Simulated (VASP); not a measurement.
A run of VASP 6.6.1 is set up as follows.

The input INCAR:

```
PREC     = Accurate       # precision mode
ENCUT    = 520            # plane-wave cutoff, eV
EDIFF    = 1E-7           # SCF threshold, eV
ISMEAR   = -1             # smearing method
SIGMA    = 0.05           # smearing width, eV
LREAL    = Auto         
LASPH    = True           # aspherical terms in the spheres
NELM     = 80             # most SCF steps
ALGO     = Fast           # electronic algorithm
ISIF     = 2              # what is computed and relaxed
LWAVE    = False          # write WAVECAR
LCHARG   = False          # write CHGCAR
GGA      = PS             # functional
NBANDS   = 72             # bands
```

The input KPOINTS:

```
regular mesh
0
Gamma
  2 2 2
```

The input POSCAR:

```
Ta4Cu3N8
1.0
   -3.1987200000     -1.8467820000      5.9289200000
    3.1987200000     -1.8467820000      5.9289200000
    0.0000000000      3.6935640000      5.9289200000
Ta Cu N
4 3 8
Direct
    0.4733983438      0.5426760548      0.5030555610
   -0.0079819204      0.0427571253      0.5060484189
   -0.0086994036      0.4784954743     -0.0198152985
    0.4923954955      0.0067950053     -0.0049014904
    0.0150350407     -0.0512727324      0.0326451318
    0.5256238062     -0.0577970622      0.5439932840
    0.0813198364      0.4427143942      0.4693507367
    0.1039636220      0.0663860910      0.1348829433
    0.9085127211      0.8534907123      0.8942138879
    0.5939588958      0.6290354264      0.1050215728
    0.4168508505      0.3633294420      0.8771535896
    0.6212866130      0.1004532796      0.6061073376
    0.3701438741      0.8982926336      0.4256662969
    0.1544200053      0.5448886928      0.5964078911
    0.9348066472      0.3851805467      0.3536228396
```

Potentials or basis: VASP PAW PBE potentials, release 64 (Ta_pv, Cu, N).

Run with:

```sh
$ cat potpaw_PBE.64/Ta_pv/POTCAR potpaw_PBE.64/Cu/POTCAR potpaw_PBE.64/N/POTCAR > POTCAR
$ mpirun -np 1 vasp_std > vasp.out
```

Task: Estimate the pressure.

Result: -7.2 GPa.

Task: What does it give for the largest force?

Result: 3.202 eV/Å.

Task: Predict the band gap on the k mesh.

Result: None (metal or under the smearing width).

Forces in eV/Å, atoms in the order of the input:
```
Ta  -2.986  0.346 -1.103
Ta  -0.880  1.280 -2.079
Ta   1.476  0.467 -0.560
Ta  -1.296 -0.840 -0.917
Cu   0.155 -0.170 -1.293
Cu   0.669 -0.403  0.195
Cu   0.553  0.151 -0.947
N    0.580 -0.655  0.997
N    0.375 -0.152  1.829
N   -2.140  0.396  0.744
N    1.746  0.057  0.644
N   -0.641  0.531 -0.708
N   -0.589 -1.109  1.054
N    1.206  0.673  0.376
N    1.775 -0.572  1.768
```

Caveat: the k mesh is coarse (spacing up to 0.59 Å⁻¹), so the values aren't converged; the PAW data sets were made with another functional, which shifts forces and pressure a little; the run has no spin polarisation, though such a crystal can be magnetic. With open d or f shells a metallic result of PBEsol can be an artefact of self-interaction; +U or a hybrid may open a gap.
